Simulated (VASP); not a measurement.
Output of a VASP run:

OUTCAR:
```
 ion  position               nearest neighbor table
   1  0.123  0.877  0.000-   4 2.18   3 2.24   3 2.24   3 2.24   3 2.24   4 2.75   4 2.75   2 2.75
                             2 2.75
   2  0.377  0.623  0.500-   3 2.18   4 2.24   4 2.24   4 2.24   4 2.24   3 2.75   3 2.75   1 2.75
                             1 2.75
   3  0.623  0.377  0.500-   2 2.18   1 2.24   1 2.24   1 2.24   1 2.24   2 2.75   2 2.75   4 2.75
                             4 2.75
   4  0.877  0.123  1.000-   1 2.18   2 2.24   2 2.24   2 2.24   2 2.24   1 2.75   1 2.75   3 2.75
                             3 2.75
  LATTYP: Found a base centered orthorhombic cell.
 ALAT       =     3.1604304290
 B/A-ratio  =     2.7995699679
 C/A-ratio  =     1.0071066902
 Subroutine PRICEL returns:
 Original cell was already a primitive cell.
 Subroutine GETGRP returns: Found  8 space group operations
The static configuration has the point symmetry C_2h.
 The point group associated with its full space group is D_2h.
The dynamic configuration has the point symmetry C_2h.
 Subroutine INISYM returns: Found  8 space group operations
 Subroutine IBZKPT returns following result:
 Found    186 irreducible k-points:

 Following reciprocal coordinates:
            Coordinates               Weight
  0.000000  0.000000  0.000000      1.000000
  0.100000 -0.000000  0.000000      4.000000
  0.200000 -0.000000  0.000000      4.000000
  0.300000 -0.000000  0.000000      4.000000
  0.400000  0.000000  0.000000      4.000000
  0.500000 -0.000000  0.000000      2.000000
  0.100000  0.100000  0.000000      2.000000
  0.200000  0.100000  0.000000      4.000000
  0.300000  0.100000  0.000000      4.000000
  0.400000  0.100000  0.000000      4.000000
  0.500000  0.100000  0.000000      4.000000
 -0.400000  0.100000  0.000000      4.000000
 -0.300000  0.100000  0.000000      4.000000
 -0.200000  0.100000  0.000000      4.000000
 -0.100000  0.100000  0.000000      2.000000
  0.200000  0.200000  0.000000      2.000000
  0.300000  0.200000  0.000000      4.000000
  0.400000  0.200000  0.000000      4.000000
  0.500000  0.200000  0.000000      4.000000
 -0.400000  0.200000  0.000000      4.000000
 -0.300000  0.200000  0.000000      4.000000
 -0.200000  0.200000  0.000000      2.000000
  0.300000  0.300000  0.000000      2.000000
  0.400000  0.300000  0.000000      4.000000
  0.500000  0.300000  0.000000      4.000000
 -0.400000  0.300000  0.000000      4.000000
 -0.300000  0.300000  0.000000      2.000000
  0.400000  0.400000  0.000000      2.000000
  0.500000  0.400000  0.000000      4.000000
 -0.400000  0.400000  0.000000      2.000000
  0.500000  0.500000  0.000000      1.000000
  0.000000  0.000000  0.100000      2.000000
  0.100000 -0.000000  0.100000      8.000000
  0.200000 -0.000000  0.100000      8.000000
  0.300000 -0.000000  0.100000      8.000000
  0.400000  0.000000  0.100000      8.000000
  0.500000 -0.000000  0.100000      4.000000
  0.100000  0.100000  0.100000      4.000000
  0.200000  0.100000  0.100000      8.000000
  0.300000  0.100000  0.100000      8.000000
   k-points           NKPTS =    186   k-points in BZ     NKDIM =    186   number of bands    NBANDS=     14
   number of dos      NEDOS =    301   number of ions     NIONS =      4
   total plane-waves  NPLWV =  31104
   dimension x,y,z NGX =    36 NGY =   36 NGZ =   24
   dimension x,y,z NGXF=    72 NGYF=   72 NGZF=   48
   ions per type =               4
   PREC   = accura    normal or accurate (medium, high low for compatibility)
   ISTART =      0    job   : 0-new  1-cont  2-samecut
   ICHARG =      2    charge: 1-file 2-atom 10-const
   ISPIN  =      1    spin polarized calculation?
   LNONCOLLINEAR =      F non collinear calculations
   LSORBIT =      F    spin-orbit coupling
   INIWAV =      1    electr: 0-lowe 1-rand  2-diag
   ENCUT  =  500.0 eV  36.75 Ry    6.06 a.u.   8.56  8.56  5.80*2*pi/ulx,y,z
   NELM   =    100;   NELMIN=  2; NELMDL= -5     # of ELM steps
...
```

File OSZICAR:
```
...
DAV:   2    -0.220605437672E+02    0.47133E-03   -0.17481E-03  6552   0.324E-01    0.103E-01
DAV:   3    -0.220602935182E+02    0.25025E-03   -0.40885E-04  6402   0.135E-01    0.168E-02
DAV:   4    -0.220602909403E+02    0.25779E-05   -0.30591E-05  6396   0.401E-02    0.146E-02
DAV:   5    -0.220602904943E+02    0.44596E-06   -0.99286E-07  4240   0.717E-03
   2 F= -.95140527E+01 E0= -.95140361E+01  d E =-.220526E-03
       N       E                     dE             d eps       ncg     rms          rms(c)
DAV:   1    -0.220428240442E+02    0.17467E-01   -0.55179E-03  5964   0.477E-01    0.589E-02
DAV:   2    -0.220427580006E+02    0.66044E-04   -0.24690E-04  6510   0.122E-01    0.415E-02
DAV:   3    -0.220427227927E+02    0.35208E-04   -0.59759E-05  6318   0.515E-02    0.629E-03
DAV:   4    -0.220427225698E+02    0.22288E-06   -0.41282E-06  5658   0.149E-02
   3 F= -.95141677E+01 E0= -.95141418E+01  d E =-.335576E-03
       N       E                     dE             d eps       ncg     rms          rms(c)
DAV:   1    -0.220366345012E+02    0.60883E-02   -0.23960E-02  5562   0.989E-01    0.911E-02
DAV:   2    -0.220366592916E+02   -0.24790E-04   -0.12363E-03  6594   0.285E-01    0.372E-02
DAV:   3    -0.220366349347E+02    0.24357E-04   -0.45836E-05  6406   0.477E-02    0.192E-02
DAV:   4    -0.220366312244E+02    0.37102E-05   -0.10805E-05  6420   0.236E-02    0.958E-03
DAV:   5    -0.220366311023E+02    0.12213E-06   -0.88146E-07  3204   0.702E-03
   4 F= -.95143952E+01 E0= -.95144295E+01  d E =-.227458E-03
       N       E                     dE             d eps       ncg     rms          rms(c)
DAV:   1    -0.220371418550E+02   -0.51063E-03   -0.14945E-04  5598   0.780E-02    0.731E-03
DAV:   2    -0.220371420113E+02   -0.15635E-06   -0.74906E-06  6564   0.222E-02
   5 F= -.95143969E+01 E0= -.95144252E+01  d E =-.229138E-03
       N       E                     dE             d eps       ncg     rms          rms(c)
DAV:   1    -0.220445569329E+02   -0.74151E-02   -0.41988E-03  6192   0.413E-01    0.475E-02
DAV:   2    -0.220445660955E+02   -0.91626E-05   -0.20158E-04  6162   0.111E-01    0.235E-02
DAV:   3    -0.220445628827E+02    0.32128E-05   -0.42284E-06  6472   0.150E-02    0.127E-02
DAV:   4    -0.220445615575E+02    0.13252E-05   -0.27250E-06  4248   0.113E-02    0.201E-03
DAV:   5    -0.220445615758E+02   -0.18250E-07   -0.27206E-07  2934   0.432E-03
   6 F= -.95145002E+01 E0= -.95145811E+01  d E =-.103322E-03
       N       E                     dE             d eps       ncg     rms          rms(c)
DAV:   1    -0.220479648228E+02   -0.34033E-02   -0.90453E-04  6222   0.192E-01    0.224E-02
DAV:   2    -0.220479669842E+02   -0.21614E-05   -0.43257E-05  6162   0.514E-02    0.102E-02
DAV:   3    -0.220479663525E+02    0.63176E-06   -0.82032E-07  4208   0.682E-03
   7 F= -.95145090E+01 E0= -.95145959E+01  d E =-.112114E-03
       N       E                     dE             d eps       ncg     rms          rms(c)
DAV:   1    -0.220482381824E+02   -0.27120E-03   -0.13986E-03  6402   0.239E-01    0.222E-02
DAV:   2    -0.220482358776E+02    0.23048E-05   -0.44331E-05  6138   0.496E-02    0.111E-02
DAV:   3    -0.220482333442E+02    0.25334E-05   -0.44985E-06  6346   0.150E-02    0.303E-03
DAV:   4    -0.220482333590E+02   -0.14797E-07   -0.57401E-07  3000   0.553E-03
   8 F= -.95145691E+01 E0= -.95146342E+01  d E =-.601360E-04
```

**OUTCAR**
```
------------------------ aborting loop because EDIFF is reached ----------------------------------------
  FORCE on cell =-STRESS in cart. coord.  units (eV):
  Direction    XX          YY          ZZ          XY          YZ          ZX
  --------------------------------------------------------------------------------------
  Total       12.4597610     12.5470679     12.4958211      0.0000000      0.0000000      0.0000000
  in kB      447.3466306    450.4812366    448.6413039      0.0000000      0.0000000      0.0000000
  external PRESSURE =      -1.1769430 kB  Pullay stress =     450.0000000 kB
  volume of cell :       44.62
      direct lattice vectors                 reciprocal lattice vectors
     1.575528674 -4.438041543 -0.000000000     0.317353793 -0.112662307 -0.000000000
     1.575528674  4.438041543  0.000000000     0.317353793  0.112662307  0.000000000
     0.000000000 -0.000000000  3.191012130     0.000000000 -0.000000000  0.313380194
 POSITION                                       TOTAL-FORCE (eV/Angst)
 -----------------------------------------------------------------------------------
      1.57553      3.34939      3.19098         0.000000     -0.017801      0.000246
      1.57553      1.08865      1.59547         0.000000      0.017801      0.000246
      1.57553     -1.08865      1.59554         0.000000     -0.017801     -0.000246
      1.57553     -3.34939      0.00004         0.000000      0.017801     -0.000246
 -----------------------------------------------------------------------------------
    total drift:                                0.000000      0.000000     -0.000000
  FREE ENERGIE OF THE ION-ELECTRON SYSTEM (eV)
  ---------------------------------------------------
  free  energy   TOTEN  =       -22.0482333590 eV

  energy  without entropy=      -22.0484286269  energy(sigma->0) =      -22.04829845
  enthalpy is  TOTEN    =        -9.5145691063 eV   P V=       12.5336642527

 reached required accuracy - stopping structural energy minimisation
```
(Selected blocks of OUTCAR.)

POSCAR:
```
P
1
    1.5802152145    -4.4239230574    -0.0000000000
    1.5802152145     4.4239230574     0.0000000000
    0.0000000000    -0.0000000000     3.1828906290
P
4
Direct
  0.1231055315   0.8768944685   0.0000724626
  0.3768944685   0.6231055315   0.5000724626
  0.6231055315   0.3768944685   0.4999275374
  0.8768944685   0.1231055315   0.9999275374
```

Q: Write an INCAR and KPOINTS that could have produced this output.

A: This is not unique; one that fits is the input of the run itself, LDA (Ceperley-Alder, Perdew-Zunger), plane waves, VASP's LDA PAW potentials (set 64).

INCAR:
```
# general
SYSTEM   =  P
PREC     =  Accurate
ENCUT    =  500
LREAL    =  .FALSE.
LASPH    =  .TRUE.

# electronic loop
EDIFF    =  1E-6
NELM     =  100
ALGO     =  Normal

# smearing
ISMEAR   =  1
SIGMA    =  0.1

# ions
IBRION   =  2
NSW      =  40
ISIF     =  3
EDIFFG   =  -0.02
PSTRESS  =  450

# output
LWAVE    =  .FALSE.
LCHARG   =  .FALSE.
```

File KPOINTS:
```
Regular mesh
0
G
10 10 10
```

POTCAR, in this order: P (LDA.64 set). Program: vasp_std.

The compound is P in the black structure. This run relaxes it under an external pressure of 45 GPa. Symmetry was kept, so distortions that lower it aren't found.
